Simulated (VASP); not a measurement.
All values below come from PBE GGA, VASP's PBE PAW potentials (set 64) (plane waves; VASP).

VASP input:

**POSCAR**
```
NaI
1
    0.0000000000     3.2609662083     3.2609662083
    3.2609662083     0.0000000000     3.2609662083
    3.2609662083     3.2609662083     0.0000000000
Na I
1 1
Direct
  0.0000000000   0.0000000000   0.0000000000
  0.5000000000   0.5000000000   0.5000000000
```

**INCAR**
```
! general
SYSTEM  = NaI
PREC    = Accurate
ENCUT   = 500   ! plane-wave cut-off (eV)
LREAL   = .FALSE.   ! projection in real space or not
LASPH   = .TRUE.

! electronic loop
EDIFF   = 1E-6   ! SCF stop (eV)
NELM    = 100   ! most electronic steps
ALGO    = Normal
LMAXMIX = 4   ! l cut-off of mixed one-centre charges

! smearing
ISMEAR  = 0
SIGMA   = 0.05   ! width (eV)

! functional
GGA     = PE

! ions
IBRION  = 2   ! conjugate gradients
NSW     = 40
ISIF    = 3
EDIFFG  = -0.02   ! ionic stop
PSTRESS = 50

! output
LWAVE   = .FALSE.
LCHARG  = .FALSE.
```

File KPOINTS:
```
Automatic mesh
0
Gamma
7 7 7
0 0 0
```

POTCAR, in this order: Na_pv I (PBE.64 set). Program: vasp_std.

Energy and stress use the plane-wave basis of the starting cell. Unless said otherwise, spin-orbit coupling is left out, though it shifts the bands of the heavy elements here.

Question: Predict the energy per atom (σ→0), volume per atom, band gap (on the k-mesh).

Answer: 
* **energy per atom (σ→0)**: -2.611 eV/atom
* **band gap (on the k-mesh)**: 4.20 eV
* **volume per atom**: 28.38 Å^3/atom

File OSZICAR:
```
...
DAV:   1    -0.522271360532E+01    0.59695E-02   -0.27375E-02   503   0.261E+00    0.210E-01
DAV:   2    -0.522183023132E+01    0.88337E-03   -0.10769E-03   494   0.454E-01    0.102E-01
DAV:   3    -0.522156805487E+01    0.26218E-03   -0.64121E-04   494   0.294E-01    0.452E-02
DAV:   4    -0.522156703366E+01    0.10212E-05   -0.89905E-06   491   0.323E-02    0.480E-02
DAV:   5    -0.522156809713E+01   -0.10635E-05   -0.12907E-06   256   0.184E-02    0.197E-02
DAV:   6    -0.522155637762E+01    0.11720E-04   -0.11944E-05   497   0.548E-02    0.786E-02
DAV:   7    -0.522155722540E+01   -0.84777E-06   -0.20190E-07   226   0.480E-03
   4 F= -.34501103E+01 E0= -.34501103E+01  d E =-.227050E+00
```

The compound is NaI in the rock salt structure. This run relaxes it under an external pressure of 5 GPa. Symmetry was kept, so distortions that lower it aren't found.
